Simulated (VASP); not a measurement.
# La4Ag3Sb8Au (P-42m) in VASP: a series of runs, part 2 of 2

VASP 6.6.1. Earlier steps stand in the parts before.

## 3. Relaxation of cell and atoms, LDA

This run uses another cell than the first one, of 24.86 Å³/atom, 0.937 times its volume.

Contents of INCAR:

```
PREC = Accurate ; ENCUT = 600
EDIFF = 1E-7 ; ISMEAR = 1
SIGMA = 0.1 ; LREAL = F
LASPH = T ; NELM = 80
ALGO = Normal ; ISIF = 3
LWAVE = F ; LCHARG = F
IBRION = 2 ; NSW = 90
EDIFFG = -0.005 ; KPAR = 4
```

Contents of KPOINTS:

```
Automatic mesh
0
Gamma
  6 6 4
```

Contents of POSCAR:

```
La4Ag3Sb8Au                             
1.0
    4.3478034886     -4.3478034886     -0.0000000000
    4.3478034886      4.3478034886     -0.0000000000
    0.0000000000      0.0000000000     10.5218990752
  La              Au              Ag              Sb            
     4     1     3     8
Direct
     0.7513351342346349    0.2486648657653648    0.2566475897170719
     0.2486648657653648    0.7513351342346349    0.2566475897170719
     0.2486648657653648    0.2486648657653648    0.7433524102829282
     0.7513351342346349    0.7513351342346349    0.7433524102829282
     0.0000000000000000    0.0000000000000000    0.0000000000000000
     0.5000000000000000    0.5000000000000000    0.0000000000000000
     0.0000000000000000    0.5000000000000000    0.0000000000000000
     0.5000000000000000    0.0000000000000000    0.0000000000000000
     0.7497960712186389    0.2502039287813611    0.8300105671970626
     0.2502039287813611    0.7497960712186389    0.8300105671970626
     0.2502039287813611    0.2502039287813611    0.1699894328029375
     0.7497960712186389    0.7497960712186389    0.1699894328029375
     0.0000000000000000    0.0000000000000000    0.5000000000000000
     0.5000000000000000    0.5000000000000000    0.5000000000000000
     0.0000000000000000    0.5000000000000000    0.5000000000000000
     0.5000000000000000    0.0000000000000000    0.5000000000000000
```

Potentials or basis: VASP PAW LDA potentials, release 64 (La, Au, Ag, Sb).

Launch:

```
$ cat potpaw_LDA.64/La/POTCAR potpaw_LDA.64/Au/POTCAR potpaw_LDA.64/Ag/POTCAR potpaw_LDA.64/Sb/POTCAR > POTCAR
$ mpirun -np 4 vasp_std > vasp.out
```

OUTCAR:

```text
PREC = Accurate
   ENCUT = 600
   EDIFF = 1E-7
   ISMEAR = 1
   LREAL = F
   LASPH = T
   NELM = 80
   ISIF = 3
   IBRION = 2
   NSW = 90
   EDIFFG = -0.005

 ion  position               nearest neighbor table
   1  0.751  0.249  0.257-  11 3.20  12 3.20  12 3.21  11 3.21  13 3.35  16 3.36  15 3.36  14 3.37
                             5 3.46   8 3.47   7 3.47   6 3.47
   2  0.249  0.751  0.257-  11 3.20  12 3.20  12 3.21  11 3.21  13 3.35  16 3.36  15 3.36  14 3.37
                             5 3.46   8 3.47   7 3.47   6 3.47
   3  0.249  0.249  0.743-   9 3.20  10 3.20   9 3.21  10 3.21  13 3.35  15 3.36  16 3.36  14 3.37
                             5 3.46   7 3.47   8 3.47   6 3.47
   4  0.751  0.751  0.743-   9 3.20  10 3.20   9 3.21  10 3.21  13 3.35  15 3.36  16 3.36  14 3.37
                             5 3.46   7 3.47   8 3.47   6 3.47
   5  0.000  0.000  0.000-   9 2.82  10 2.82  11 2.82  12 2.82   7 3.07   8 3.07   7 3.07   8 3.07
                             1 3.46   2 3.46   3 3.46   4 3.46
   6  0.500  0.500  0.000-   9 2.81  10 2.81  11 2.81  12 2.81   7 3.07   8 3.07   8 3.07   7 3.07
[... 350 lines left out ...]
 cond. band min:       8.7674381491   @ k =   0.1667   0.0000   0.2500
 fundamental gap:      0.0032110298
 Fermi energy:         8.7650722844

 k-point     1 :       0.0000    0.0000    0.0000
  band No.  band energies     occupation
      1     -23.4624      2.00000
      2     -23.4611      2.00000
      3     -23.4335      2.00000
      4     -23.4335      2.00000
      5      -7.5210      2.00000
      6      -7.4923      2.00000
[... 1885 lines left out ...]
     75      10.7946      0.00000
     76      10.8048      0.00000

 [... further k-points ...]

------------------------ aborting loop because EDIFF is reached ----------------------------------------

  FORCE on cell =-STRESS in cart. coord.  units (eV):
  Direction    XX          YY          ZZ          XY          YZ          ZX
  --------------------------------------------------------------------------------------
  -------------------------------------------------------------------------------------
  Total        0.0113764      0.0113764     -0.0041278      0.0000000      0.0000000     -0.0000000
  in kB        0.0458201      0.0458201     -0.0166254      0.0000000      0.0000000     -0.0000000
  external PRESSURE =       0.0250049 kB  Pullay stress =       0.0000000 kB
[... 31 lines left out ...]
  FREE ENERGIE OF THE ION-ELECTRON SYSTEM (eV)
  ---------------------------------------------------
  free  energy   TOTEN  =       -89.3389333447 eV

  energy  without entropy=      -89.3357546013  energy(sigma->0) =      -89.33787376

 reached required accuracy - stopping structural energy minimisation
```

Wall time 25 min (4 MPI ranks of Intel Xeon Platinum 8375C at 2.90GHz (Ice Lake), shared host); peak memory 1.1 GiB.

What came out:

```yaml
Free_energy: -89.3389 eV
Energy_gained_by_relaxing: 0.0 meV/atom
Ionic_steps: 3
Pressure_after_relaxing: 0.0 GPa
Largest_force_after_relaxing: 0.004 eV/Å
Band_gap_on_the_k_mesh: none (metal or under the smearing width)
```

Forces in eV/Å, atoms in the order of the input:
```
La   0.000 -0.004  0.001
La   0.000  0.004  0.001
La  -0.004  0.000 -0.001
La   0.004  0.000 -0.001
Au   0.000  0.000  0.000
Ag   0.000  0.000  0.000
Ag   0.000  0.000  0.000
Ag   0.000  0.000  0.000
Sb   0.000  0.001  0.001
Sb   0.000 -0.001  0.001
Sb   0.001  0.000 -0.001
Sb  -0.001  0.000 -0.001
Sb   0.000  0.000  0.000
Sb   0.000  0.000  0.000
Sb   0.000  0.000  0.000
Sb   0.000  0.000  0.000
```

Final structure:
```yaml
crystal:
  lattice:
    - [4.34728, -4.34728, 0.00000]
    - [4.34728, 4.34728, 0.00000]
    - [0.00000, 0.00000, 10.52432]
  atoms:
    - { symbol: La, position: [0.75136, 0.24864, 0.25662] }
    - { symbol: La, position: [0.24864, 0.75136, 0.25662] }
    - { symbol: La, position: [0.24864, 0.24864, 0.74338] }
    - { symbol: La, position: [0.75136, 0.75136, 0.74338] }
    - { symbol: Au, position: [0.00000, 0.00000, 0.00000] }
    - { symbol: Ag, position: [0.50000, 0.50000, 0.00000] }
    - { symbol: Ag, position: [0.00000, 0.50000, 0.00000] }
    - { symbol: Ag, position: [0.50000, 0.00000, 0.00000] }
    - { symbol: Sb, position: [0.74968, 0.25032, 0.83000] }
    - { symbol: Sb, position: [0.25032, 0.74968, 0.83000] }
    - { symbol: Sb, position: [0.25032, 0.25032, 0.17000] }
    - { symbol: Sb, position: [0.74968, 0.74968, 0.17000] }
    - { symbol: Sb, position: [0.00000, 0.00000, 0.50000] }
    - { symbol: Sb, position: [0.50000, 0.50000, 0.50000] }
    - { symbol: Sb, position: [0.00000, 0.50000, 0.50000] }
    - { symbol: Sb, position: [0.50000, 0.00000, 0.50000] }
```
